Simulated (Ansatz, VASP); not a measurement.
# Two plane-wave programs on CaAl6C

```xyz
8
Lattice="3.9376 2.2734 2.6835 -3.9376 2.2734 2.6835 0.0000 -4.5468 2.6835" Properties=species:S:1:pos:R:3 pbc="T T T"
Ca    0.0000    0.0000    4.0252
Al    0.0000   -2.8932    3.9689
Al    2.5056    1.4466    3.9689
Al   -2.5056    1.4466    3.9689
Al   -2.5056   -1.4466    4.0816
Al    0.0000    2.8932    4.0816
Al    2.5056   -1.4466    4.0816
C     0.0000    0.0000    0.0000
```

Alike in both runs: functional PBE; k mesh 6 × 6 × 6; occupations gaussian, width 0.1 eV; no spin polarisation.

Ansatz relaxed the structure, and its values are those at the end. VASP's run is a single point on that final structure, the one shown.

```csv
,VASP,Ansatz
version,VASP 6.6.1,Ansatz 0.2.0
potentials or method,"VASP PAW PBE potentials, release 64 (Ca_sv, Al, C)","scalar-relativistic, plane waves, PAW"
plane-wave cutoff (eV),520,420
valence electrons in the cell,32,32
```

|  | VASP | Ansatz | Ansatz less VASP |
| --- | --- | --- | --- |
| gap on the k mesh at the Fermi level (eV) | none | none | - |
| pressure (GPa) | -0.1 | -0.1 | -0.01 |
| rms of the force components (eV/Å) | 0.013 | 0.017 | +0.0037 |

A gap of «none» marks a metal or a gap that the smearing closes.
